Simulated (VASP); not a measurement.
Here is a VASP 6.6.1 calculation.

INCAR

```
SYSTEM = HfIn4SiO6
PREC     = Accurate       ! precision mode
ENCUT    = 600            ! plane-wave cutoff, eV
EDIFF    = 1E-7           ! SCF threshold, eV
ISMEAR   = -1             ! smearing method
SIGMA    = 0.05           ! smearing width, eV
LREAL    = .FALSE.        ! projectors in reciprocal space
LASPH    = .TRUE.         ! aspherical terms in the spheres
NELM     = 80             ! most SCF steps
ALGO     = Fast           ! electronic algorithm
ISIF     = 3              ! what is computed and relaxed
LWAVE    = .FALSE.        ! write WAVECAR
LCHARG   = .FALSE.        ! write CHGCAR
GGA      = PE             ! functional
IVDW     = 12             ! dispersion correction
IBRION   = 2              ! ionic algorithm
NSW      = 40             ! ionic steps
EDIFFG   = -0.01          ! ionic threshold
KPAR     = 4
```

Contents of KPOINTS:

```
Automatic mesh
0
G
  6 6 4
  0 0 0
```

The input POSCAR:

```
HfIn4SiO6
1.0
    2.7158500000     -4.7035700000      0.0083300000
    2.7158500000      4.7035700000      0.0083300000
   -1.8791500000      0.0000000000      7.4012700000
Hf In Si O
1 4 1 6
Direct
    0.7883500000      0.2116500000      0.0000000000
    0.6217500000      0.3782500000      0.5000000000
    0.4550200000      0.5449800000      0.0000000000
    0.2840700000      0.7159300000      0.5000000000
    0.9581400000      0.0418600000      0.5000000000
    0.1216800000      0.8783200000      0.0000000000
    0.0621900000      0.1141500000      0.8666600000
    0.8858500000      0.9378100000      0.1333400000
    0.7949000000      0.5378400000      0.8666300000
    0.4621600000      0.2051000000      0.1333700000
    0.1535200000      0.6287900000      0.1333300000
    0.3712100000      0.8464800000      0.8666700000
```

Potentials or basis: VASP PAW PBE potentials, release 64 (Hf_pv, In_d, Si, O).

The run is started by

```console
$ cat potpaw_PBE.64/Hf_pv/POTCAR potpaw_PBE.64/In_d/POTCAR potpaw_PBE.64/Si/POTCAR potpaw_PBE.64/O/POTCAR > POTCAR
$ mpirun -np 4 vasp_std > vasp.out
```

Question: Predict the band gap on the k mesh.

Answer: None (metal or under the smearing width).

Question: Predict the relaxed cell.

Answer: a = 5.391 Å, b = 5.391 Å, c = 7.457 Å, α = 97.12°, β = 97.12°, γ = 119.94°.

Question: Predict the dispersion energy per atom.

Answer: -0.235 eV.

Final structure:
```
Hf In Si O
1.0
     2.69821   -4.66744    0.00798
     2.69821    4.66744    0.00798
    -1.86732    0.00000    7.21932
Hf In Si O
1 4 1 6
Direct
  0.78826 0.21174 0.00000
  0.62152 0.37848 0.50000
  0.45499 0.54501 0.00000
  0.28472 0.71528 0.50000
  0.95774 0.04226 0.50000
  0.12165 0.87835 0.00000
  0.05982 0.11248 0.86340
  0.88752 0.94018 0.13660
  0.79444 0.53611 0.86329
  0.46389 0.20556 0.13671
  0.15360 0.62932 0.13664
  0.37068 0.84640 0.86336
```

 The run has no spin-orbit coupling, so splittings on Hf are missing.
